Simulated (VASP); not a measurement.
A convergence study with VASP on GdN (rock salt): a few settings are varied, all else stays as given below, so the limit is that of these other settings.

```yaml
crystal:
  lattice:
    - [0.00000, 2.49000, 2.49000]
    - [2.49000, 0.00000, 2.49000]
    - [2.49000, 2.49000, 0.00000]
  atoms:
    - { symbol: Gd, position: [0.00000, 0.00000, 0.00000] }
    - { symbol: N, position: [0.50000, 0.50000, 0.50000] }
```

Calculation: PBE GGA, VASP's PBE PAW potentials (set 64) (plane waves; VASP). The last row used: 700 eV cut-off, 16×16×16 Γ-centred mesh, second-order Methfessel-Paxton smearing of 0.40 eV, potentials Gd_3 N.

The 4f electrons are frozen in the core of the lanthanide potential, so 4f levels, which can set the real gap, and their magnetism are missing.

| setting | E (eV/atom) | pressure (GPa) | irreducible k-points |
|---|---|---|---|
| ISMEAR = -1, SIGMA = 0.01, 5×5×5 mesh | -8.0709 | 0.45 | 10 |
| ISMEAR = -1, SIGMA = 0.1, 5×5×5 mesh | -8.0709 | 0.20 | 10 |
| ISMEAR = 0, SIGMA = 0.01, 5×5×5 mesh | -8.0709 | 0.45 | 10 |
| ISMEAR = 0, SIGMA = 0.2, 5×5×5 mesh | ___ | ___ | 10 |
| ISMEAR = 1, SIGMA = 0.05, 5×5×5 mesh | -8.0708 | 0.45 | 10 |
| ISMEAR = 1, SIGMA = 0.2, 5×5×5 mesh | -8.0708 | 0.34 | 10 |
| ISMEAR = 2, SIGMA = 0.05, 5×5×5 mesh | -8.0708 | 0.45 | 10 |
| ISMEAR = 2, SIGMA = 0.2, 5×5×5 mesh | -8.0706 | 0.34 | 10 |
| ISMEAR = -1, SIGMA = 0.01, 10×10×10 mesh | -8.0846 | -0.03 | 47 |
| ISMEAR = -1, SIGMA = 0.2, 10×10×10 mesh | ___ | -0.12 | 47 |
| ISMEAR = 0, SIGMA = 0.01, 10×10×10 mesh | -8.0846 | -0.03 | 47 |
| ISMEAR = 0, SIGMA = 0.4, 10×10×10 mesh | -8.0843 | -0.09 | 47 |
| ISMEAR = 1, SIGMA = 0.05, 10×10×10 mesh | -8.0846 | -0.02 | 47 |
| ISMEAR = 1, SIGMA = 0.4, 10×10×10 mesh | -8.0847 | -0.04 | 47 |
| ISMEAR = 2, SIGMA = 0.05, 10×10×10 mesh | -8.0846 | -0.02 | 47 |
| ISMEAR = 2, SIGMA = 0.4, 10×10×10 mesh | -8.0845 | -0.01 | 47 |
| ISMEAR = -1, SIGMA = 0.05, 16×16×16 mesh | -8.0852 | -0.05 | 145 |
| ISMEAR = -1, SIGMA = 0.2, 16×16×16 mesh | -8.0832 | -0.12 | 145 |
| ISMEAR = 0, SIGMA = 0.1, 16×16×16 mesh | -8.0852 | -0.05 | 145 |
| ISMEAR = 0, SIGMA = 0.4, 16×16×16 mesh | -8.0845 | -0.10 | 145 |
| ISMEAR = 1, SIGMA = 0.1, 16×16×16 mesh | -8.0852 | -0.04 | 145 |
| ISMEAR = 1, SIGMA = 0.4, 16×16×16 mesh | -8.0854 | -0.05 | 145 |
| ISMEAR = 2, SIGMA = 0.1, 16×16×16 mesh | -8.0852 | -0.04 | 145 |
| ISMEAR = 2, SIGMA = 0.4, 16×16×16 mesh | -8.0853 | -0.04 | 145 |

### Question
Fill in the missing entries.

### Answer

- ISMEAR = -1, SIGMA = 0.2, 10×10×10 mesh, E (eV/atom): -8.0831
- ISMEAR = 0, SIGMA = 0.2, 5×5×5 mesh, E (eV/atom): -8.0710
- ISMEAR = 0, SIGMA = 0.2, 5×5×5 mesh, pressure (GPa): 0.25

Left out are rungs that failed or repeat a setting and relaxations that didn't move; long series are thinned to 24 rows.

The compound is GdN in the rock salt structure. The cell was not relaxed at this level.
